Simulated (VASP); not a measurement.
Here is the system:

```yaml
crystal:
  lattice:
    - [0.00000, 1.80919, 1.80919]
    - [1.80919, 0.00000, 1.80919]
    - [1.80919, 1.80919, 0.00000]
  atoms:
    - { symbol: B, position: [0.00000, 0.00000, 0.00000] }
    - { symbol: N, position: [0.25000, 0.25000, 0.25000] }
```

The numbers are results of rev-vdW-DF2, VASP's PBE PAW potentials (set 64) (plane waves; VASP), not measurements. Run with 520 eV cut-off, Gaussian smearing of 0.050 eV, potentials B N.

**Question.** Give the energies of bands 2 to 7 at the high-symmetry points, in eV from the valence-band maximum.

**Answer.** 
```
band     Γ      X      U       L      W
----  ----  -----  -----  ------  -----
2     0.00  -8.85  -8.06  -10.62  -7.52
3     0.00  -4.87  -7.62   -1.93  -6.93
4     0.00  -4.87  -4.05   -1.93  -6.46
5     8.84   4.51   6.95   10.19   9.60
6     8.84   9.27  12.88   10.72  13.32
7     8.84  17.86  15.79   10.72  14.48
```

The gap is indirect, 4.51 eV, from the valence maximum at Γ to the conduction minimum at X.

Measured: gap 6.20 eV at 300 K (computed value off by -1.69 eV), as given by arXiv:1206.3780.

The compound is BN in the zinc blende structure. It was relaxed first.
